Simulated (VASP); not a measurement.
# Nb2SiO2: relaxation of cell and atoms with PBE

Crystal: Nb2SiO2.

```xyz
10
Lattice="6.4836 0.0000 0.0000 0.0000 6.4840 0.0000 0.0000 0.0000 3.2678" Properties=species:S:1:pos:R:3 pbc="T T T"
Nb    1.1488    2.0937    1.6339
Nb    5.3349    4.3902    1.6339
Nb    4.3906    1.1482    1.6339
Nb    2.0930    5.3357    1.6339
Si    3.2418    3.2420    0.0000
Si    0.0000    0.0000    0.0000
O     3.9955    5.7151    0.0000
O     2.4881    0.7688    0.0000
O     0.7537    4.0108    0.0000
O     5.7300    2.4732    0.0000
```

The cell was built by a generator and needn't be a form met in nature.

```yaml
Program: VASP 6.6.1
Task: relaxation of cell and atoms
Functional: PBE
Potentials_or_basis: VASP PAW PBE potentials, release 64 (Nb_sv, Si, O)
Cutoff: 520 eV
k_mesh: 2 × 2 × 4
Occupations: gaussian, width 0.15 eV
Spin: no spin polarisation
Further_INCAR_settings: PREC = Normal; LREAL = Auto; ALGO = Fast; EDIFF = 0.0001; IBRION = 2; EDIFFG = -0.08; NSW = 24; ISIF = 3
```

- Relaxed volume: 11.68 Å³/atom
- Relaxed cell: a = 6.540 Å, b = 6.565 Å, c = 2.721 Å, α = 90.00°, β = 90.00°, γ = 90.00°
- Space group after relaxing (to 0.05 Å): P4/mbm (No. 127)
- Energy gained by relaxing: 449.2 meV/atom
- Ionic steps: 10
- Pressure after relaxing: 0.1 GPa
- Largest force after relaxing: 0.049 eV/Å
- Band gap on the k mesh: none (metal or under the smearing width)

Forces in eV/Å, atoms in the order of the input:
```
Nb  -0.042  0.023  0.000
Nb   0.042 -0.023  0.000
Nb  -0.042 -0.023  0.000
Nb   0.042  0.023  0.000
Si   0.000  0.000  0.000
Si   0.000  0.000  0.000
O   -0.018  0.046  0.000
O    0.018 -0.046  0.000
O   -0.018 -0.046  0.000
O    0.018  0.046  0.000
```

Stress tensor (GPa, compression positive):
```
-0.34  0.00  0.00
 0.00 -0.16  0.00
 0.00  0.00  0.94
```

The path:
| step | energy change (eV) | largest force (eV/Å) | pressure (GPa) | volume (Å³) |
| --- | --- | --- | --- | --- |
| 1 | 0.0000 | 1.4965 | -21.46 | 137.38 |
| 2 | -2.7881 | 0.6116 | 32.87 | 103.36 |
| 3 | -3.3489 | 0.3375 | 11.42 | 111.29 |
| 4 | -3.3102 | 0.9682 | 16.80 | 110.25 |
| 5 | -4.2238 | 0.6859 | 12.17 | 111.02 |
| 6 | -4.2898 | 0.1537 | -10.19 | 123.05 |
| 7 | -4.4725 | 0.3643 | -0.89 | 117.30 |
| 8 | -4.4726 | 0.3672 | -0.71 | 117.17 |
| 9 | -4.4912 | 0.1153 | -0.03 | 116.88 |
| 10 | -4.4919 | 0.0494 | 0.15 | 116.81 |

Final structure:
```cif
data_structure
_symmetry_space_group_name_H-M 'P 1'
_symmetry_Int_Tables_number 1
_cell_length_a 6.5398
_cell_length_b 6.5653
_cell_length_c 2.7206
_cell_angle_alpha 90.000
_cell_angle_beta 90.000
_cell_angle_gamma 90.000
_cell_volume 116.81
loop_
_atom_site_label
_atom_site_type_symbol
_atom_site_fract_x
_atom_site_fract_y
_atom_site_fract_z
_atom_site_occupancy
Nb1 Nb 0.17272 0.32683 0.50000 1
Nb2 Nb 0.82728 0.67317 0.50000 1
Nb3 Nb 0.67272 0.17317 0.50000 1
Nb4 Nb 0.32728 0.82683 0.50000 1
Si1 Si 0.50000 0.50000 0.00000 1
Si2 Si 0.00000 0.00000 0.00000 1
O1 O 0.62049 0.87754 0.00000 1
O2 O 0.37951 0.12246 0.00000 1
O3 O 0.12049 0.62246 0.00000 1
O4 O 0.87951 0.37754 0.00000 1
```

Levels at points of the mesh, in eV from the Fermi level:
```tsv
k point	band 40	band 41	band 42	band 43	band 44	band 45
(0.00, 0.00, 0.00)	-1.50	-0.80	-0.77	0.89	1.14	1.26
(0.50, 0.00, 0.00)	-1.79	-1.26	-1.26	1.00	1.00	1.72
(0.00, 0.50, 0.00)	-1.80	-1.30	-1.30	1.00	1.00	1.72
(0.50, 0.50, 0.00)	-1.81	-0.89	-0.89	0.50	0.50	1.86
(0.00, 0.00, 0.50)	-1.16	-0.75	-0.52	-0.40	0.53	1.16
(0.50, 0.00, 0.50)	-0.65	-0.32	-0.32	0.27	0.27	1.72
(0.00, 0.50, 0.50)	-0.64	-0.34	-0.34	0.31	0.31	1.64
(0.50, 0.50, 0.50)	-0.28	-0.07	-0.07	0.81	0.81	1.12
```

Wall time 6.7 min on 1 thread of Intel(R) Xeon(R) Platinum 8488C (Sapphire Rapids) (shared host), peak memory 0.21 GiB.

Caveat: the k mesh is coarse (spacing up to 0.48 Å⁻¹), so the values aren't converged; the relaxation stopped at a loose force limit of 0.08 eV/Å, so its end isn't a converged minimum.
